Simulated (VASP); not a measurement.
Level of theory: vdW-DF2, VASP's PBE PAW potentials (set 64) (plane waves; VASP).

VASP ran on this input.

### POSCAR
```
Eu
1.0
 -2.2876931997   2.2876931997   2.2876931997
  2.2876931997  -2.2876931997   2.2876931997
  2.2876931997   2.2876931997  -2.2876931997
Eu
1
Cart
  0.0000000000   0.0000000000   0.0000000000
```

**KPOINTS**
```
Automatic mesh
0
G
  12 12 12
```

### INCAR
```
SYSTEM = Eu
PREC = Accurate; ENCUT = 520; LREAL = .FALSE.
LASPH = .TRUE.
EDIFF = 1E-7; NELM = 100; ALGO = Normal
LMAXMIX = 6
ISMEAR = 1; SIGMA = 0.1
GGA = ML; LUSE_VDW = .TRUE.; AGGAC = 0.0
ZAB_VDW = -1.8867
ISIF = 2
LWAVE = .FALSE.; LCHARG = .FALSE.
```

POTCAR, in this order: Eu_2 (PBE.64 set). Program: vasp_std.

Output of the run:

OSZICAR:
```
       N       E                     dE             d eps       ncg     rms          rms(c)
DAV:   1     0.127932012536E+02    0.12793E+02   -0.38458E+03  1192   0.814E+02
DAV:   2     0.107655009643E+01   -0.11717E+02   -0.11530E+02  1680   0.111E+02
DAV:   3     0.885386996802E+00   -0.19116E+00   -0.17877E+00  1640   0.981E+00
DAV:   4     0.883511624593E+00   -0.18754E-02   -0.18729E-02  1768   0.133E+00
DAV:   5     0.883502815963E+00   -0.88086E-05   -0.88090E-05  1696   0.758E-02    0.590E+00
DAV:   6     0.869800503057E+00   -0.13702E-01   -0.31232E-03  1816   0.382E-01    0.356E+00
DAV:   7     0.861219507249E+00   -0.85810E-02   -0.82733E-03  1600   0.642E-01    0.625E-02
DAV:   8     0.860910358238E+00   -0.30915E-03   -0.66874E-04  1840   0.208E-01    0.208E-02
DAV:   9     0.860869915502E+00   -0.40443E-04   -0.42564E-05  1272   0.497E-02    0.956E-03
DAV:  10     0.860859496365E+00   -0.10419E-04   -0.38942E-05  1856   0.542E-02    0.212E-03
DAV:  11     0.860859008625E+00   -0.48774E-06   -0.42172E-07  1480   0.656E-03    0.632E-04
DAV:  12     0.860858712677E+00   -0.29595E-06   -0.45861E-08  1576   0.259E-03    0.340E-04
DAV:  13     0.860858785427E+00    0.72750E-07   -0.59233E-09   768   0.905E-04
   1 F= 0.86085879E+00 E0= 0.86124030E+00  d E =-.114455E-02
```

**OUTCAR**
```
------------------------ aborting loop because EDIFF is reached ----------------------------------------
  FORCE on cell =-STRESS in cart. coord.  units (eV):
  Direction    XX          YY          ZZ          XY          YZ          ZX
  --------------------------------------------------------------------------------------
  Total       -0.2276104     -0.2276104     -0.2276104      0.0000000      0.0000000      0.0000000
  in kB       -7.6146396     -7.6146396     -7.6146396      0.0000000      0.0000000      0.0000000
  external PRESSURE =      -7.6146396 kB  Pullay stress =       0.0000000 kB
  volume of cell :       47.89
      direct lattice vectors                 reciprocal lattice vectors
    -2.287693200  2.287693200  2.287693200     0.000000000  0.218560776  0.218560776
     2.287693200 -2.287693200  2.287693200     0.218560776  0.000000000  0.218560776
     2.287693200  2.287693200 -2.287693200     0.218560776  0.218560776  0.000000000
 POSITION                                       TOTAL-FORCE (eV/Angst)
 -----------------------------------------------------------------------------------
      0.00000      0.00000      0.00000        -0.000000     -0.000000      0.000000
 -----------------------------------------------------------------------------------
    total drift:                               -0.000000     -0.000000      0.000000
  FREE ENERGIE OF THE ION-ELECTRON SYSTEM (eV)
  ---------------------------------------------------
  free  energy   TOTEN  =         0.8608587854 eV

  energy  without entropy=        0.8620033364  energy(sigma->0) =        0.86124030
```
(Selected blocks of OUTCAR.)

The 4f electrons are frozen in the core of the lanthanide potential, so 4f levels, which can set the real gap, and their magnetism are missing.

The compound is Eu in the bcc structure. This cell is one point of a volume scan, at 1.06 of the reference volume.
